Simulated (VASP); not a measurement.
VASP input:

**INCAR**
```
ALGO=Normal
EDIFF=1E-6
EDIFFG=-0.02
ENCUT=400
IBRION=2
ISIF=3
ISMEAR=1
LASPH=.TRUE.
LCHARG=.FALSE.
LMAXMIX=6
LMIXTAU=.TRUE.
LREAL=.FALSE.
LWAVE=.FALSE.
METAGGA=R2SCAN
NELM=100
NSW=60
PREC=Accurate
SIGMA=0.1
SYSTEM=PtSe2
```

**KPOINTS**
```
Regular mesh
0
Gamma
8 8 8
0 0 0
```

File POSCAR:
```
PtSe2
1
   -0.0000000000     3.1025443576     3.1025443576
    3.1025443576    -0.0000000000     3.1025443576
    3.1025443576     3.1025443576     0.0000000000
Pt Se
1 2
Direct
  0.0000000000   0.0000000000   0.0000000000
  0.2500000000   0.2500000000   0.2500000000
  0.7500000000   0.7500000000   0.7500000000
```

POTCAR, in this order: Pt Se (PBE.64 set). Program: vasp_std.

Q: Translate this r2SCAN calculation to Ansatz.

A: One equivalent input (not run):
Ansatz 0.2 input:
```yaml
crystal:
  lattice:
    - [0.0000000, 3.1025444, 3.1025444]
    - [3.1025444, 0.0000000, 3.1025444]
    - [3.1025444, 3.1025444, 0.0000000]
  atoms:
    - { symbol: Pt, position: [0.0000000, 0.0000000, 0.0000000] }
    - { symbol: Se, position: [0.2500000, 0.2500000, 0.2500000] }
    - { symbol: Se, position: [0.7500000, 0.7500000, 0.7500000] }
kpoints:
  mp_grid: { grid: [8, 8, 8] }
hamiltonian:
  xc: r2scan
  pseudopotentials: { kind: paw }
scf:
  occupations: { method: methfessel_paxton, width: 0.1 }
  max_iter: 100
relax:
  max_steps: 60
  f_tol: 0.02
  cell: {}
output: { forces: true, stress: true, eigenvalues: true }
```
What does not carry over: each code has its own PAW files, so the cut-off isn't converted (ENCUT is set for VASP's; basis.ecutwfc is left out, and Ansatz then takes the one that its files recommend); Ansatz stops its SCF on the density residual and VASP on the energy change (EDIFF).

The structure was generated: PtSe2 was put into the fluorite type (Fm-3m), which need not be its known phase. This run relaxes it. Symmetry was kept, so distortions that lower it aren't found. The start is the result of an earlier pass.
